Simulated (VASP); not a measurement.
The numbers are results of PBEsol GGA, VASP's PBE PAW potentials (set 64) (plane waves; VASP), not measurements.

A VASP calculation is set up with these files.

File KPOINTS:
```
Automatic mesh
0
gamma
  10 10 7
```

### INCAR
```
ALGO = Normal
EDIFF = 1E-6
EDIFFG = -0.01
ENCUT = 300
GGA = PS
IBRION = 2
ISIF = 3
ISMEAR = 0
LASPH = .TRUE.
LCHARG = .FALSE.
LMAXMIX = 4
LREAL = .FALSE.
LWAVE = .FALSE.
NELM = 100
NSW = 50
PREC = Accurate
SIGMA = 0.136
SYSTEM = SiNi2
```

POSCAR:
```
SiNi2
1
    3.9407680000     0.0000000000     0.0000000000
   -1.9703840000     3.4128060000     0.0000000000
    0.0000000000     0.0000000000     5.0027350000
Si Ni
2 4
Direct
  0.6666670000   0.3333330000   0.2500000000
  0.3333330000   0.6666670000   0.7500000000
  0.3333330000   0.6666670000   0.2500000000
  0.6666670000   0.3333330000   0.7500000000
  0.0000000000   0.0000000000   0.5000000000
  0.0000000000   0.0000000000   0.0000000000
```

POTCAR, in this order: Si Ni (PBE.64 set). Program: vasp_std.

At this cut-off the stress carries a Pulay error, which pulls relaxed volumes low. Energy and stress use the plane-wave basis of the starting cell.

Problem. What does the run give for the energy per atom (σ→0), volume per atom, band gap (on the k-mesh)?

Solution. 
```yaml
energy per atom (σ→0): -6.597 eV/atom
band gap (on the k-mesh): none (metal, semimetal or under 0.01 eV)
volume_per_atom: 10.63 Å³/atom
```

### OSZICAR
```
...
DAV:   1    -0.395974729002E+02   -0.18215E-02   -0.24919E-02  3304   0.205E+00    0.373E-01
DAV:   2    -0.395974807946E+02   -0.78944E-05   -0.29382E-02  3696   0.245E+00    0.343E-01
DAV:   3    -0.395962131255E+02    0.12677E-02   -0.11620E-02  4068   0.240E+00    0.288E-01
DAV:   4    -0.395956537499E+02    0.55938E-03   -0.32786E-03  3980   0.147E+00    0.557E-02
DAV:   5    -0.395956450521E+02    0.86978E-05   -0.40204E-04  3388   0.179E-01    0.356E-02
DAV:   6    -0.395956310520E+02    0.14000E-04   -0.51443E-05  4088   0.125E-01    0.117E-02
DAV:   7    -0.395956317142E+02   -0.66217E-06   -0.65106E-06  3092   0.325E-02
   7 F= -.39595632E+02 E0= -.39580934E+02  d E =0.197269E-04
```

The structure comes from a computed database's SiNi2 entry; how it stands against other phases isn't given here. This run relaxes it. Symmetry was kept, so distortions that lower it aren't found. The run is one of a series of settings (EDIFFG = -0.01, IBRION = 2, ISIF = 3, NSW = 50 against the base run), some of them coarse on purpose. The run is not spin-polarised, so no magnetic state was tried.
